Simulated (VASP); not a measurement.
VASP ran on this input.

File POSCAR:
```
WC
5.691360
  0.2561619718  -0.4436855163   0.0000000000
  0.2561619718   0.4436855163   0.0000000000
  0.0000000000   0.0000000000   0.5000000000
W C
1 1
Cartesian
  0.0000000000   0.0000000000   0.0000000000
  0.2561619718   0.1478954679   0.2500000000
```

### INCAR
```
ALGO  =  Normal
EDIFF  =  1E-6
ENCUT  =  400
ISIF  =  2
ISMEAR  =  -1
LASPH  =  .TRUE.
LCHARG  =  .FALSE.
LMAXMIX  =  6
LREAL  =  .FALSE.
LWAVE  =  .FALSE.
NELM  =  100
PREC  =  Accurate
SIGMA  =  0.136
SYSTEM  =  WC
```

KPOINTS:
```
Regular mesh
0
gamma
 1 1 1
```

POTCAR, in this order: W_sv C (LDA.64 set). Program: vasp_std.

### Question
Write an equivalent input for Ansatz.

### Answer
One equivalent input (not run):
Ansatz 0.2 input:
```yaml
crystal:
  lattice:
    - [1.4579100, -2.5251740, 0.0000000]
    - [1.4579100, 2.5251740, 0.0000000]
    - [0.0000000, 0.0000000, 2.8456800]
  atoms:
    - { symbol: W, position: [0.0000000, 0.0000000, 0.0000000] }
    - { symbol: C, position: [0.3333330, 0.6666670, 0.5000000] }
kpoints:
  mp_grid: { grid: [1, 1, 1] }
hamiltonian:
  xc: lda
  pseudopotentials: { kind: paw }
scf:
  occupations: { method: fermi_dirac, width: 0.136 }
  max_iter: 100
output: { forces: true, stress: true, eigenvalues: true }
```
Limits of the translation: each code has its own PAW files, so the cut-off isn't converted (ENCUT is set for VASP's; basis.ecutwfc is left out, and Ansatz then takes the one that its files recommend); Ansatz stops its SCF on the density residual and VASP on the energy change (EDIFF); Ansatz's lda is the Perdew-Wang form, while the LDA potentials of VASP carry Perdew-Zunger's.

The structure is a typed WC crystal (P-6m2). The cell was not relaxed at this level. The k-mesh is coarse (spacing up to 2.49 per Å, 2π included), so the numbers may not be converged in it. The run is one of a series of settings (KPOINTS 1×1×1 Γ-centred mesh against the base run), some of them coarse on purpose.
